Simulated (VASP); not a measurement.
# Valence-band splitting and top hole masses of Si under biaxial (111) strain at r2SCAN with spin-orbit coupling

As a rule of thumb, biaxial strain splits the valence-band top of a cubic semiconductor in proportion to the strain, and compression makes the holes light in the plane. Both halves matter for p-channel transistors, where a small mass along the current and a second band well out of thermal reach raise the hole mobility. The series puts the rule to the test for Si strained in the (111) plane between −2 % and +2 %. The second and third valence levels at Γ are given as distances below the highest one, and the masses belong to the highest band. Strain is counted from the cell relaxed with LDA, which at r2SCAN is still under compressive pressure.

## Calculations

The start is a typed prototype cell. The crystal was relaxed with LDA. Equal strain is imposed in the (111) plane; the strain along the normal is adjusted until the normal stress vanishes, and the atoms are relaxed with LDA. VASP 6.6.1, plane waves with PAW, cutoff 450 eV, no spin polarisation. Band edges are single points at r2SCAN with spin-orbit coupling on these cells, k mesh 8×8×8, read on short lines of k points at the zone centre and through the valleys; energies are counted from the valence-band top at the zone centre. Each level is the mean of a Kramers pair; masses are fitted within 0.05 1/Å of the zone centre and are rough where two bands nearly touch. All levels use the PAW data sets made with LDA.

Notes on method and selection:

- Runs that did not converge, have known faults or may not be shown are not listed, and runs on Ansatz's PAW sets soft_1 and soft_2 are kept to separate tables.

Columns:

- strain (%): strain in the plane (tension positive).
- second level (eV): second valence level below the top at Γ.
- third level (eV): third valence level below the top at Γ.
- mass, normal (mₑ): mass of the top hole band along the normal.
- mass, plane (mₑ): mass of the top hole band in the plane.

Input lines of one member:

```
PREC = Accurate
ENCUT = 450
EDIFF = 1E-06
NELM = 100
ISMEAR = 0
SIGMA = 0.02
LREAL = .FALSE.
ALGO = Normal
METAGGA = R2SCAN
LASPH = .TRUE.
LNONCOLLINEAR = .TRUE.
NBANDS = 18
GGA_COMPAT = .FALSE.
LSORBIT = .TRUE.
KPAR = 2
```

Command (options for logging and memory left out): `mpirun -np 2 vasp_ncl`

## Data

```
member  sign of the strain  strain (%)  second level (eV)  third level (eV)  mass, normal (mₑ)  mass, plane (mₑ)
−2 %    compression         −2.0        0.0310             0.361             0.657              0.186
−1.5 %  compression         −1.5        0.0302             0.267             0.649              0.185
−1 %    compression         −1.0        ?                  ?                 ?                  ?
−0.5 %  compression         −0.5        0.0245             0.100             0.634              0.189
0 %     compression         0.0         0.0000             0.048             0.621              0.532
0 %     tension             0.0         0.0000             0.048             0.621              0.532
+0.5 %  tension             0.5         0.0606             0.098             0.097              0.532
+1 %    tension             1.0         0.1246             0.159             0.104              0.528
+1.5 %  tension             1.5         ?                  ?                 ?                  ?
+2 %    tension             2.0         0.2403             0.273             0.108              0.485
```

Cells marked ? are withheld until the estimate has been made.

Least-squares fits to the members shown, with x = strain (%); R² and errors in the fitted variable (y, or ln y where the fit is in ln y):

```
y                  sign of the strain  members  fit                       R²    rms residual  leave-one-out rms  the same for the mean of the others
third level (eV)   compression         4        y = 0.03540 − 0.1586 x    0.99  0.011         0.025              0.17
third level (eV)   tension             4        y = 0.04520 + 0.1135 x    1.00  0.0025        0.0051             0.11
second level (eV)  compression         4        y = 0.007885 − 0.01354 x  0.72  0.0067        0.015              0.017
second level (eV)  tension             4        y = 0.001100 + 0.1203 x   1.00  0.0019        0.0049             0.12
```

## Reading the trend

The proportional rule holds for the second level under tension only. There the level lies 0.0606 eV below the top at +0.5 % and 0.2403 eV at +2 %, or 0.0606 / 0.5 = 0.121 and 0.2403 / 2 = 0.120 eV per percent. Under compression it levels off: 0.0245, 0.0302 and 0.0310 eV at −0.5, −1.5 and −2 %. The third level takes up the strain instead and reaches 0.361 eV.

Spin-orbit coupling explains the difference. Let D be the strain splitting between the p states in the plane and the one along the normal, positive under compression, and Δ = 0.048 eV the spin-orbit splitting of the unstrained crystal. With R = √(D² − 2ΔD/3 + Δ²), the standard three-level model gives

- compression: second level (D + Δ − R)/2, third level (D + Δ + R)/2;
- tension: second level (R − D − Δ)/2, third level R.

Under strong compression the two highest levels both come from the in-plane p states, and only spin-orbit coupling parts them, by at most 2 × 0.048 / 3 = 0.032 eV. Under tension the p state along the normal is on top, and strain itself separates it from the other two. A likely origin of this order is the tilt of the three slanted bonds: in-plane compression turns them towards the normal, which strengthens the σ bonding of the p state along the normal and lowers it.

The masses follow the same exchange, since a p band is light along its lobes and heavy across them. From −0.5 % to +0.5 % the mass along the normal falls from 0.634 to 0.097 mₑ, a factor of 0.634 / 0.097 = 6.5, while the mass in the plane rises from 0.189 to 0.532 mₑ, a factor of 0.532 / 0.189 = 2.8. Compression thus does give light holes in the plane, but with a second band only about 0.03 eV away, which also makes these fitted masses rougher. On either side, more strain changes the masses far less than the change of sign does.

## An estimate before looking

Plain estimates from the members shown:

- +1.5 % (tension), fit at x = 1.5: 0.215 eV
- +1.5 % (tension), straight-line interpolation between +1 % and +2 %: w = (1.5 − 1.0) / (2.0 − 1.0) = 0.500, so 0.159 + 0.500 × (0.273 − 0.159) = 0.216 eV
- −1 % (compression), fit at x = −1.0: 0.194 eV
- −1 % (compression), straight-line interpolation between −1.5 % and −0.5 %: w = (−1.0 − (−1.5)) / (−0.5 − (−1.5)) = 0.500, so 0.267 + 0.500 × (0.100 − 0.267) = 0.183 eV

The straight-line fits miss the bending that spin-orbit coupling causes at small strain, and straight-line interpolation ignores whatever bending remains between the neighbours. The route chosen interpolates D per percent linearly in strain and returns to the third level through the three-level model.

For +1.5 %, the third level is R, and solving for the size of D gives √(0.159² − 8 × 0.048² / 9) − 0.048 / 3 = 0.1364 eV at +1 % and √(0.273² − 8 × 0.048² / 9) − 0.048 / 3 = 0.2532 eV at +2 %, the latter being 0.2532 / 2 = 0.1266 eV per percent. The mean is (0.1364 + 0.1266) / 2 = 0.1315 eV per percent, so D = −1.5 × 0.1315 = −0.197 eV and R = √(0.197² + 2 × 0.048 × 0.197 / 3 + 0.048²) = 0.218 eV.

For −1 %, the second and third levels add up to D + Δ. Hence D = 0.0245 + 0.100 − 0.048 = 0.0765 eV at −0.5 % and 0.0302 + 0.267 − 0.048 = 0.2492 eV at −1.5 %, or 0.0765 / 0.5 = 0.1530 and 0.2492 / 1.5 = 0.1661 eV per percent. At −1 % the mean gives D = (0.0765 / 0.5 + 0.2492 / 1.5) / 2 = 0.1596 eV and R = √(0.1596² − 2 × 0.048 × 0.1596 / 3 + 0.048²) = 0.1506 eV, so the third level lies at (0.1596 + 0.048 + 0.1506)/2 = 0.179 eV.

Tried on shown members, the route gives 0.159 eV at +1 % from +0.5 and +2 %, and 0.267 eV at −1.5 % from −0.5 and −2 %. Both agree with the table to its last digit, so the error is set by the printed rounding and the small misfit of the model, about 0.001 eV.

**Committed estimate, +1.5 % (tension): third level = 0.218 ± 0.001 eV.**  
**Committed estimate, −1 % (compression): third level = 0.179 ± 0.001 eV.**

## Result

```
member  sign of the strain  strain (%)  second level (eV)  third level (eV)  mass, normal (mₑ)  mass, plane (mₑ)
−1 %    compression         −1.0        0.0287             0.178             0.641              0.187
+1.5 %  tension             1.5         0.1849             0.218             0.106              0.511
```

```
member              estimate       third level (eV)  computed  estimate − computed  miss in error bars
+1.5 % (tension)    committed      0.218             0.218     0.000                0.0
+1.5 % (tension)    fit            0.215             0.218     −0.003
+1.5 % (tension)    interpolation  0.216             0.218     −0.002
−1 % (compression)  committed      0.179             0.178     +0.001               1.0
−1 % (compression)  fit            0.194             0.178     +0.016
−1 % (compression)  interpolation  0.183             0.178     +0.006
```

Both estimates agree with the calculation to within 0.001 eV. At +1.5 % the third level comes out at 0.218 eV, as estimated; at −1 % it is 0.178 eV against 0.179 eV, a miss as large as the error bar. The plain estimates do worse in both cases, most clearly the straight-line fit at −1 %, which is 0.016 eV too high.

The second level, also withheld, gives a separate check, because the same D and R fix it without further input. At −1 % the model gives (0.1596 + 0.048 − 0.1506)/2 = 0.0285 eV, and the table has 0.0287 eV. At +1.5 % it gives (0.218 + 0.197 − 0.048)/2 = 0.184 eV, and the table has 0.1849 eV. One strain splitting and one fixed spin-orbit splitting therefore describe both levels to about 0.001 eV, which supports the proposed competition between strain and spin-orbit coupling.

## Where the trend breaks

Least-squares fits to the whole series, with x = strain (%); R² and errors in the fitted variable (y, or ln y where the fit is in ln y):

```
y                  sign of the strain  members  fit                       R²    rms residual  leave-one-out rms  the same for the mean of the others
third level (eV)   compression         5        y = 0.03220 − 0.1586 x    0.99  0.012         0.024              0.14
third level (eV)   tension             5        y = 0.04520 + 0.1140 x    1.00  0.0024        0.0043             0.10
second level (eV)  compression         5        y = 0.009340 − 0.01354 x  0.67  0.0067        0.014              0.015 (fit hardly better)
second level (eV)  tension             5        y = 0.001100 + 0.1210 x   1.00  0.0021        0.0040             0.11
```

Largest departures from the fit to the whole series:

```
member  sign of the strain  third level (eV)  fit    computed − fit  in rms residuals
+0.5 %  tension             0.098             0.102  −0.004          1.7
0 %     compression         0.048             0.032  +0.016          1.3
0 %     tension             0.048             0.045  +0.003          1.2
−1 %    compression         0.178             0.191  −0.013          1.1
```

The departures reflect the shape of the curve rather than peculiar members. Under compression the third level lies 0.016 eV above the straight line at zero strain and 0.013 eV below it at −1 %, as expected for a curve that bends upwards. In the three-level model the level starts at Δ and at first moves by only a third of D, because spin-orbit coupling still mixes the p states; once D is much larger than Δ, it moves by nearly the whole of D. The growth of D per percent, from 0.0765 / 0.5 = 0.153 eV at −0.5 % to (0.0310 + 0.361 − 0.048) / 2 = 0.172 eV at −2 %, bends the curve further the same way.

Under tension the largest departure is only −0.004 eV, at +0.5 %. The spin-orbit bending is present there too, but D per percent shrinks with strain and offsets part of it.

For the second level under compression a straight line is the wrong form altogether, and its leave-one-out error of 0.014 eV is hardly below the 0.015 eV of the mean. The level saturates near two thirds of Δ.

## Conclusions

Between 0.5 and 2 % strain of either sign, interpolating D per percent and applying the three-level model gives a new member's third level to about 0.001 eV at this level of theory.

For devices, the sign of the strain sets a trade-off. Compression gives a light top band in the plane, about 0.19 mₑ, but keeps the second band close. With a thermal energy of roughly 0.026 eV at room temperature, the Boltzmann factor of the second level at Γ is still exp(−0.0310/0.026) = 0.30 at −2 %. At only +0.5 % it is already down to exp(−0.0606/0.026) = 0.10, but the top band is then heavy in the plane, 0.532 mₑ, and light only along the normal.

The best-known error of r2SCAN for Si, a band gap too small by a few tenths of an eV, should largely cancel in splittings within the valence band, though no measured splitting is compared here.

[Logs are printed without paths, hosts, clocks, repeated set-up lines and the standing remarks that a program may print on its own settings, such as how far it seeks lower states.]
